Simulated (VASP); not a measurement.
Data:

```
HfS2
1.0
    1.82586    -3.16249     0.00000
    1.82586     3.16249     0.00000
    0.00000     0.00000     6.92126
Hf S
1 2
Direct
  0.00000   0.00000   0.00000
  0.33333   0.66667   0.20799
  0.66667   0.33333   0.79201
```

Method: PW91 GGA, VASP's PBE PAW potentials (set 64) (plane waves; VASP). Settings: 520 eV cut-off, Gaussian smearing of 0.050 eV, potentials Hf_pv S.

Without a dispersion term in the relaxation, distances and binding between the weakly bound layers, chains or molecules are unreliable, and so is what depends on them. Unless said otherwise, spin-orbit coupling is left out, though it shifts the bands of the heavy elements here.

Task: Estimate the band gap (along the path) with the smallest direct gap where there is one.

Result: 
```json
{
 "band gap (along the path)": "1.28 eV",
 "smallest direct gap (along the path)": "2.07 eV"
}
```

Only differences to runs with the same potentials and settings are physical.

The compound is HfS2 in the 1T layered structure. It was relaxed first, which changed the volume by +20 %.
